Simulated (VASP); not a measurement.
VASP ran on this input.

File KPOINTS:
```
K-points
0
G
 4 4 4
```

**POSCAR**
```
SrCl2
1
    0.0000000000     3.4900000000     3.4900000000
    3.4900000000     0.0000000000     3.4900000000
    3.4900000000     3.4900000000     0.0000000000
Sr Cl
1 2
Direct
  0.0000000000   0.0000000000   0.0000000000
  0.2500000000   0.2500000000   0.2500000000
  0.7500000000   0.7500000000   0.7500000000
```

### INCAR
```
ALGO=Normal   # blocked Davidson
SIGMA=0.01   # width (eV)
LCHARG=F
NELM=100
EDIFF=1E-8   # SCF stop (eV)
LASPH=T   # aspherical one-centre terms
GGA=PE
SYSTEM=SrCl2
ENCUT=500   # plane-wave cut-off (eV)
ISMEAR=0
PREC=Normal
LWAVE=T
LREAL=F
```

POTCAR, in this order: Sr_sv_GW Cl_GW (PBE.64 set). Program: vasp_std.

**Question.** Translate this PBE calculation to Ansatz.

**Answer.** One equivalent input (not run):
Ansatz 0.2 input:
```yaml
crystal:
  lattice:
    - [0.0000000, 3.4900000, 3.4900000]
    - [3.4900000, 0.0000000, 3.4900000]
    - [3.4900000, 3.4900000, 0.0000000]
  atoms:
    - { symbol: Sr, position: [0.0000000, 0.0000000, 0.0000000] }
    - { symbol: Cl, position: [0.2500000, 0.2500000, 0.2500000] }
    - { symbol: Cl, position: [0.7500000, 0.7500000, 0.7500000] }
kpoints:
  mp_grid: { grid: [4, 4, 4] }
hamiltonian:
  xc: pbe
  pseudopotentials: { kind: paw }
scf:
  occupations: { method: gaussian, width: 0.01 }
  max_iter: 100
output: { forces: true, stress: true, eigenvalues: true }
```
The two are equivalent in intent, not identical: each code has its own PAW files, so the cut-off isn't converted (ENCUT is set for VASP's; basis.ecutwfc is left out, and Ansatz then takes the one that its files recommend); Ansatz stops its SCF on the density residual and VASP on the energy change (EDIFF).

The compound is SrCl2 in the fluorite structure. The cell was not relaxed at this level.
